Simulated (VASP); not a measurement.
# B2AsN (P-4m2) in VASP: further runs

Runs on B2AsN. Level: PBE. Tasks: single point, relaxation of cell and atoms.

Program: VASP 6.6.1. These are calculated values, not measurements. Logs are shortened: lines on timing, memory, paths and dates and some standing lists are left out, and cuts for length are marked.

## 1. The structure

Symmetry: P-4m2, No. 115, tetragonal system. Conventional cell: a = 2.996 Å, b = 2.996 Å, c = 4.299 Å, α = 90.00°, β = 90.00°, γ = 90.00°. N (site symmetry -4m2) has 4 B at 1.72 Å as nearest neighbours. B (site symmetry 2mm) has 2 N at 1.72 Å as nearest neighbours. Around As (site symmetry -4m2) lie 4 B at 1.99 Å.

The cell was built by a generator and needn't be a form met in nature.

## 2. Single point, PBE

File INCAR:

```
PREC = Accurate
ENCUT = 520
EDIFF = 1E-6
ISMEAR = -1
SIGMA = 0.02
LREAL = False
LASPH = True
NELM = 100
ALGO = Normal
ISIF = 2
LWAVE = False
LCHARG = True
GGA = PE
LELF = True
LVHAR = True
NBANDS = 16
```

File KPOINTS:

```
Automatic mesh
0
Gamma
  8 8 6
```

File POSCAR:

```
B2AsN
1.0
    2.9958039990      0.0000000000      0.0000000000
    0.0000000000      2.9958039990      0.0000000000
    0.0000000000      0.0000000000      4.2985731852
N B As
1 2 1
Direct
    0.0000000000      0.0000000000      0.0000000000
    0.0000000000      0.5000000000      0.8031805781
    0.5000000000      0.0000000000      0.1968194219
    0.5000000000      0.5000000000      0.5000000000
```

Potentials or basis: VASP PAW PBE potentials, release 64 (N, B, As).

On the command line:

```
$ cat potpaw_PBE.64/N/POTCAR potpaw_PBE.64/B/POTCAR potpaw_PBE.64/As/POTCAR > POTCAR
$ mpirun -np 1 vasp_std > vasp.out
```

OUTCAR:

```text
PREC = Accurate
   ENCUT = 520
   EDIFF = 1E-6
   ISMEAR = -1
   LREAL = False
   LASPH = True
   NELM = 100
   ISIF = 2
   GGA = PE

 ion  position               nearest neighbor table
   1  0.000  0.000  0.000-   2 1.72   3 1.72   2 1.72   3 1.72
   2  0.000  0.500  0.803-   1 1.72   1 1.72   4 1.99   4 1.99
   3  0.500  0.000  0.197-   1 1.72   1 1.72   4 1.99   4 1.99
   4  0.500  0.500  0.500-   2 1.99   3 1.99   3 1.99   2 1.99

  LATTYP: Found a simple tetragonal cell.
 ALAT       =     2.9958039990
 C/A-ratio  =     1.4348646262

  Lattice vectors:

 A1 = (   2.9958039990,   0.0000000000,   0.0000000000)
 A2 = (   0.0000000000,   2.9958039990,   0.0000000000)
 A3 = (   0.0000000000,   0.0000000000,   4.2985731852)

Analysis of symmetry for initial positions (statically):
=====================================================================
 Subroutine PRICEL returns:
 Original cell was already a primitive cell.

 Routine SETGRP: Setting up the symmetry group for a
 simple tetragonal supercell.

 Subroutine GETGRP returns: Found  8 space group operations
 (whereof  8 operations were pure point group operations)
 out of a pool of 16 trial point group operations.

The static configuration has the point symmetry D_2d.

Analysis of symmetry for dynamics (positions and initial velocities):
=====================================================================
 Subroutine PRICEL returns:
 Original cell was already a primitive cell.

 Routine SETGRP: Setting up the symmetry group for a
 simple tetragonal supercell.

 Subroutine GETGRP returns: Found  8 space group operations
 (whereof  8 operations were pure point group operations)
 out of a pool of 16 trial point group operations.

The dynamic configuration has the point symmetry D_2d.

 Subroutine INISYM returns: Found  8 space group operations
 (whereof  8 operations are pure point group operations),
 and found     1 'primitive' translations

----------------------------------------------------------------------------------------

                                     Primitive cell

  volume of cell :      38.5790

  direct lattice vectors                    reciprocal lattice vectors
     2.995803999  0.000000000  0.000000000     0.333800209  0.000000000  0.000000000
     0.000000000  2.995803999  0.000000000     0.000000000  0.333800209  0.000000000
     0.000000000  0.000000000  4.298573185     0.000000000  0.000000000  0.232635332

  length of vectors
     2.995803999  2.995803999  4.298573185     0.333800209  0.333800209  0.232635332

  position of ions in fractional coordinates (direct lattice)
     0.000000000  0.000000000  0.000000000
     0.000000000  0.500000000  0.803180578
     0.500000000  0.000000000  0.196819422
     0.500000000  0.500000000  0.500000000

  ion indices of the primitive-cell ions
   primitive index   ion index
                 1           1
                 2           2
                 3           3
                 4           4

----------------------------------------------------------------------------------------

 KPOINTS: Automatic mesh

Automatic generation of k-mesh.
 Grid dimensions read from file:
 generate k-points for:    8    8    6

 Generating k-lattice:

  Cartesian coordinates                     Fractional coordinates (reciprocal lattice)
     0.041725026  0.000000000  0.000000000     0.125000000  0.000000000  0.000000000
     0.000000000  0.041725026  0.000000000     0.000000000  0.125000000  0.000000000
     0.000000000  0.000000000  0.038772555     0.000000000  0.000000000  0.166666667

  Length of vectors
     0.041725026  0.041725026  0.038772555

  Shift w.r.t. Gamma in fractional coordinates (k-lattice)
     0.000000000  0.000000000  0.000000000

 Subroutine IBZKPT returns following result:
 ===========================================

 Found     60 irreducible k-points:

 Following reciprocal coordinates:
            Coordinates               Weight
  0.000000  0.000000  0.000000      1.000000
  0.125000  0.000000  0.000000      4.000000
  0.250000  0.000000  0.000000      4.000000
  0.375000  0.000000  0.000000      4.000000
  0.500000  0.000000  0.000000      2.000000
  0.125000  0.125000  0.000000      4.000000
[... 16 lines left out ...]
  0.375000  0.125000  0.166667     16.000000
  0.500000  0.125000  0.166667      8.000000
 [... further k-points ...]
   k-points           NKPTS =     60   k-points in BZ     NKDIM =     60   number of bands    NBANDS=     16
   number of dos      NEDOS =    301   number of ions     NIONS =      4
   total plane-waves  NPLWV =  18432
   dimension x,y,z NGX =    24 NGY =   24 NGZ =   32
   dimension x,y,z NGXF=    48 NGYF=   48 NGZF=   64
   ions per type =               1   2   1
   NGX,Y,Z   is equivalent  to a cutoff of  13.32, 13.32, 12.38 a.u.
   NGXF,Y,Z  is equivalent  to a cutoff of  26.64, 26.64, 24.75 a.u.
 SYSTEM =  unknown system
[... 66 lines left out ...]
  band No.  band energies     occupation
      1     -11.2191      2.00000
      2      -5.9961      2.00000
      3      -2.0133      2.00000
      4       1.3675      2.00000
      5       1.3675      2.00000
      6       6.3402      2.00000
[... 8 lines left out ...]
     15      17.9304      0.00000
     16      19.5982      0.00000

 k-point     2 :       0.1250    0.0000    0.0000
  band No.  band energies     occupation
      1     -11.0536      2.00000
      2      -5.9217      2.00000
      3      -1.8547      2.00000
      4       0.6366      2.00000
      5       1.4912      2.00000
      6       5.7643      2.00000
[... 8 lines left out ...]
     15      18.4705      0.00000
     16      19.2001      0.00000

 k-point     3 :       0.2500    0.0000    0.0000
  band No.  band energies     occupation
      1     -10.5904      2.00000
      2      -5.8401      2.00000
      3      -1.5053      2.00000
      4      -0.3638      2.00000
      5       1.8193      2.00000
      6       3.8284      2.00000
[... 8 lines left out ...]
     15      18.1876      0.00000
     16      19.4547      0.00000

 k-point     4 :       0.3750    0.0000    0.0000
  band No.  band energies     occupation
      1      -9.9749      2.00000
      2      -6.0784      2.00000
      3      -1.2691      2.00000
      4      -0.1364      2.00000
      5       1.7291      2.00000
      6       2.2046      2.00000
[... 8 lines left out ...]
     15      16.7038      0.00000
     16      18.7220      0.00000

 k-point     5 :       0.5000    0.0000    0.0000
  band No.  band energies     occupation
      1      -9.6304      2.00000
      2      -6.3545      2.00000
      3      -0.5178      2.00000
      4      -0.3155      2.00000
      5       1.2936      2.00000
      6       1.6376      2.00000
[... 8 lines left out ...]
     15      17.6363      0.00000
     16      17.8159      0.00000

 k-point     6 :       0.1250    0.1250    0.0000
  band No.  band energies     occupation
      1     -10.8913      2.00000
      2      -5.8386      2.00000
      3      -1.7049      2.00000
      4       0.7730      2.00000
      5       0.7776      2.00000
      6       5.3830      2.00000
[... 8 lines left out ...]
     15      18.5905      0.00000
     16      19.1594      0.00000
[... 267 lines left out ...]
 k-point    21 :       0.1250    0.1250    0.1667
  band No.  band energies     occupation
      1     -10.7834      2.00000
      2      -6.2957      2.00000
      3      -1.2560      2.00000
      4       0.7832      2.00000
      5       1.1480      2.00000
      6       4.5541      2.00000
[... 8 lines left out ...]
     15      18.2996      0.00000
     16      18.9315      0.00000

 k-point    22 :       0.2500    0.1250    0.1667
  band No.  band energies     occupation
      1     -10.3467      2.00000
      2      -5.9989      2.00000
      3      -1.5824      2.00000
      4       0.3412      2.00000
      5       1.3459      2.00000
      6       2.9134      2.00000
[... 8 lines left out ...]
     15      17.2673      0.00000
     16      18.7996      0.00000

 k-point    23 :       0.3750    0.1250    0.1667
  band No.  band energies     occupation
      1      -9.7821      2.00000
      2      -5.8778      2.00000
      3      -1.9141      2.00000
      4       0.1755      2.00000
      5       1.2353      2.00000
      6       2.0822      2.00000
[... 8 lines left out ...]
     15      16.6025      0.00000
     16      18.0987      0.00000

 k-point    24 :       0.5000    0.1250    0.1667
  band No.  band energies     occupation
      1      -9.4796      2.00000
      2      -5.9782      2.00000
      3      -1.2214      2.00000
      4      -1.1553      2.00000
      5       1.6006      2.00000
      6       2.5223      2.00000
[... 8 lines left out ...]
     15      16.8643      0.00000
     16      18.1005      0.00000

 [... further k-points ...]

------------------------ aborting loop because EDIFF is reached ----------------------------------------

  FORCE on cell =-STRESS in cart. coord.  units (eV):
  Direction    XX          YY          ZZ          XY          YZ          ZX
  --------------------------------------------------------------------------------------
  -------------------------------------------------------------------------------------
  Total        0.1790139      0.1790139      0.2376739      0.0000000      0.0000000      0.0000000
  in kB        7.4344070      7.4344070      9.8705392      0.0000000      0.0000000      0.0000000
  external PRESSURE =       8.2464511 kB  Pullay stress =       0.0000000 kB

 VOLUME and BASIS-vectors are now :
 -----------------------------------------------------------------------------
  energy-cutoff  :      520.00
  volume of cell :       38.58
      direct lattice vectors                 reciprocal lattice vectors
     2.995803999  0.000000000  0.000000000     0.333800209  0.000000000  0.000000000
     0.000000000  2.995803999  0.000000000     0.000000000  0.333800209  0.000000000
     0.000000000  0.000000000  4.298573185     0.000000000  0.000000000  0.232635332

 POSITION                                       TOTAL-FORCE (eV/Angst)
 -----------------------------------------------------------------------------------
      0.00000      0.00000      0.00000         0.000000      0.000000      0.000000
      0.00000      1.49790      3.45253         0.000000      0.000000      0.095676
      1.49790      0.00000      0.84604        -0.000000      0.000000     -0.095676
      1.49790      1.49790      2.14929         0.000000     -0.000000      0.000000
 -----------------------------------------------------------------------------------
    total drift:                                0.000000      0.000000     -0.000000

  FREE ENERGIE OF THE ION-ELECTRON SYSTEM (eV)
  ---------------------------------------------------
  free  energy   TOTEN  =       -25.9704159102 eV

  energy  without entropy=      -25.9702193762  energy(sigma->0) =      -25.97031764
```

Wall time 29 s (1 thread of Intel Xeon Platinum 8259CL at 2.50GHz (Skylake/Cascade Lake), shared host); peak memory 0.17 GiB.

Results:

```
Free energy            : -25.9704 eV
Pressure               : 0.8 GPa
Largest force          : 0.096 eV/Å
Band gap on the k mesh : none (metal or under the smearing width)
```

Forces in eV/Å, atoms in the order of the input:
```
N    0.000  0.000  0.000
B    0.000  0.000  0.096
B    0.000  0.000 -0.096
As   0.000  0.000  0.000
```

Levels at points of the mesh, in eV from the Fermi level:
```csv
k point,band 5,band 6,band 7,band 8,band 9,band 10,band 11,band 12
"(0.00, 0.00, 0.00)",-6.35,-1.38,-0.09,0.00,0.00,2.70,4.03,4.03
"(0.50, 0.00, 0.00)",-6.42,-6.08,-5.33,-0.79,3.17,4.31,4.88,7.03
"(0.50, 0.50, 0.00)",-6.17,-5.50,-5.50,-4.30,0.96,1.29,2.49,2.49
"(0.00, 0.00, 0.50)",-5.99,-4.65,-1.53,-1.53,0.93,2.65,5.59,6.47
"(0.50, 0.00, 0.50)",-5.28,-3.26,-2.90,-0.47,1.50,4.58,5.42,5.78
"(0.50, 0.50, 0.50)",-6.92,-6.92,-6.85,-6.60,4.46,5.36,5.36,6.83
```

## 3. Relaxation of cell and atoms, PBE

This run uses another cell than the first one, of 8.09 Å³/atom, 0.839 times its volume.

File INCAR:

```
PREC     = Accurate       # precision mode
ENCUT    = 600            # plane-wave cutoff, eV
EDIFF    = 1E-6           # SCF threshold, eV
ISMEAR   = -1             # smearing method
SIGMA    = 0.02           # smearing width, eV
LREAL    = False          # projectors in reciprocal space
LASPH    = True           # aspherical terms in the spheres
NELM     = 60             # most SCF steps
ALGO     = Normal         # electronic algorithm
ISIF     = 3              # what is computed and relaxed
LWAVE    = False          # write WAVECAR
LCHARG   = False          # write CHGCAR
GGA      = PE             # functional
IBRION   = 2              # ionic algorithm
NSW      = 80             # ionic steps
EDIFFG   = -0.005         # ionic threshold
```

File KPOINTS:

```
regular mesh
0
Gamma
  8 8 6
```

File POSCAR:

```
B2AsN
1.0
    2.8392852105      0.0000000000      0.0000000000
    0.0000000000      2.8392852105      0.0000000000
    0.0000000000      0.0000000000      4.0153556522
N B As
1 2 1
Direct
    0.0000000000      0.0000000000      0.0000000000
    0.0000000000      0.5000000000      0.7500000000
    0.5000000000      0.0000000000      0.2500000000
    0.5000000000      0.5000000000      0.5000000000
```

Potentials or basis: VASP PAW PBE potentials, release 64 (N, B, As).

On the command line:

```
$ cat potpaw_PBE.64/N/POTCAR potpaw_PBE.64/B/POTCAR potpaw_PBE.64/As/POTCAR > POTCAR
$ mpirun -np 1 vasp_std > vasp.out
```

Wall time 2.8 min (1 thread of Intel Xeon Platinum 8259CL at 2.50GHz (Skylake/Cascade Lake), shared host); peak memory 0.18 GiB.

The run converged. Its results:

- Free energy: -25.9689 eV
- Relaxed volume: 9.68 Å³/atom
- Relaxed cell: a = 2.999 Å, b = 2.999 Å, c = 4.306 Å, α = 90.00°, β = 90.00°, γ = 90.00°
- Space group after relaxing (to 0.05 Å): P-4m2 (No. 115)
- Energy gained by relaxing: 845.5 meV/atom
- Ionic steps: 12
- Pressure after relaxing: 0.0 GPa
- Band gap on the k mesh: none (metal or under the smearing width)

Step by step:
| step | energy change (eV) | largest force (eV/Å) | pressure (GPa) | volume (Å³) |
| --- | --- | --- | --- | --- |
| 1 | 0.0000 | 10.4151 | 80.92 | 32.37 |
| 2 | 0.8608 | 2.9061 | -31.10 | 55.53 |
| 3 | -3.3044 | 0.8355 | -8.00 | 40.26 |
| 4 | -3.3549 | 0.2855 | -3.78 | 39.48 |
| 5 | -3.3653 | 0.1337 | -0.52 | 38.93 |
| 6 | -3.3647 | 0.0237 | -1.40 | 39.07 |
| 7 | -3.3800 | 0.1108 | -1.02 | 38.90 |
| 8 | -3.3810 | 0.1533 | -0.88 | 38.84 |
| 9 | -3.3816 | 0.0726 | 0.88 | 38.56 |
| 10 | -3.3821 | 0.0174 | 0.17 | 38.67 |
| 11 | -3.3821 | 0.0201 | 0.16 | 38.67 |
| 12 | -3.3821 | 0.0006 | -0.02 | 38.71 |

Final structure:
```xyz
4
Lattice="2.9986 0.0000 0.0000 0.0000 2.9986 0.0000 0.0000 0.0000 4.3056" Properties=species:S:1:pos:R:3 pbc="T T T"
N     0.0000    0.0000    4.3056
B     0.0000    1.4993    3.4609
B     1.4993    0.0000    0.8447
As    1.4993    1.4993    2.1528
```

Levels at points of the mesh, in eV from the Fermi level:
```tsv
k point	band 5	band 6	band 7	band 8	band 9	band 10	band 11	band 12
(0.00, 0.00, 0.00)	-6.36	-1.39	-0.11	0.00	0.00	2.68	4.02	4.05
(0.50, 0.00, 0.00)	-6.41	-6.07	-5.35	-0.78	3.13	4.29	4.85	7.39
(0.50, 0.50, 0.00)	-6.17	-5.50	-5.50	-4.30	0.91	1.31	2.47	2.47
(0.00, 0.00, 0.50)	-6.01	-4.66	-1.52	-1.52	0.91	2.62	5.57	6.45
(0.50, 0.00, 0.50)	-5.30	-3.26	-2.91	-0.46	1.47	4.55	5.35	5.77
(0.50, 0.50, 0.50)	-6.90	-6.90	-6.84	-6.59	4.46	5.32	5.32	7.07
```

Caveat: the volume moved by over 15 % at a fixed basis, so the end points are rough.

## 4. Single point, PBE

This run uses another cell than the first one, of 9.54 Å³/atom, 0.990 times its volume.

File INCAR:

```
PREC = Accurate ; ENCUT = 520
EDIFF = 1E-6 ; ISMEAR = -1
SIGMA = 0.02 ; LREAL = False
LASPH = True ; NELM = 80
ALGO = Fast ; ISIF = 2
LWAVE = False ; LCHARG = False
GGA = PE ; NBANDS = 16
```

KPOINTS is that of step 3.

File POSCAR:

```
B2AsN
1.0
    2.9886495490      0.0000000000      0.0000000000
    0.0000000000      2.9886495490      0.0000000000
    0.0000000000      0.0000000000      4.2744726710
N B As
1 2 1
Direct
    0.0000000000      0.0000000000      0.0000000000
    0.0000000000      0.5000000000      0.8013540279
    0.5000000000      0.0000000000      0.1986459721
    0.5000000000      0.5000000000      0.5000000000
```

On the command line:

```
$ cat potpaw_PBE.64/N/POTCAR potpaw_PBE.64/B/POTCAR potpaw_PBE.64/As/POTCAR > POTCAR
$ mpirun -np 1 vasp_std > vasp.out
```

Run time: 29 s. Hardware: 1 thread of Intel Xeon Platinum 8259CL at 2.50GHz (Skylake/Cascade Lake), shared host; peak memory 0.17 GiB.

The run converged. Its results:

```
Free energy            : -25.9608 eV
Pressure               : 3.5 GPa
Largest force          : 0.375 eV/Å
Band gap on the k mesh : none (metal or under the smearing width)
```

Forces on the atoms (eV/Å):
```
N    0.000  0.000  0.000
B    0.000  0.000  0.375
B    0.000  0.000 -0.375
As   0.000  0.000  0.000
```

Stress tensor (GPa, compression positive):
```
3.01 0.00 0.00
0.00 3.01 0.00
0.00 0.00 4.36
```

Levels at points of the mesh, in eV from the Fermi level:
```csv
k point,band 5,band 6,band 7,band 8,band 9,band 10,band 11,band 12
"(0.00, 0.00, 0.00)",-6.32,-1.33,-0.04,-0.01,-0.01,2.77,4.05,4.07
"(0.50, 0.00, 0.00)",-6.44,-6.08,-5.28,-0.82,3.26,4.36,4.99,7.05
"(0.50, 0.50, 0.00)",-6.16,-5.51,-5.51,-4.33,1.12,1.26,2.57,2.57
"(0.00, 0.00, 0.50)",-5.94,-4.60,-1.58,-1.58,0.96,2.72,5.66,6.54
"(0.50, 0.00, 0.50)",-5.23,-3.23,-2.86,-0.50,1.60,4.69,5.65,5.79
"(0.50, 0.50, 0.50)",-6.97,-6.97,-6.88,-6.63,4.50,5.49,5.49,6.89
```

## 5. The runs side by side

```tsv
task	cell	cutoff (eV)	gap on the mesh (eV)	pressure (GPa)	largest force (eV/Å)
single point	P-4m2, 9.64 Å³/atom	520	none	0.8	0.10
relaxation of cell and atoms	relaxed	600	none	0.0	-
single point	P-4m2, 9.54 Å³/atom	520	none	3.5	0.38
```

Alike in all rows: level PBE; potentials or basis VASP PAW PBE potentials, release 64 (N, B, As); no spin polarisation; k mesh 8 × 8 × 6; smearing fermi-dirac 0.02 eV.

Caveats: the volume moved by over 15 % at a fixed basis, so the end points are rough (some runs).

Total energies depend on the potentials used, so only differences within one code and one set of settings carry meaning.
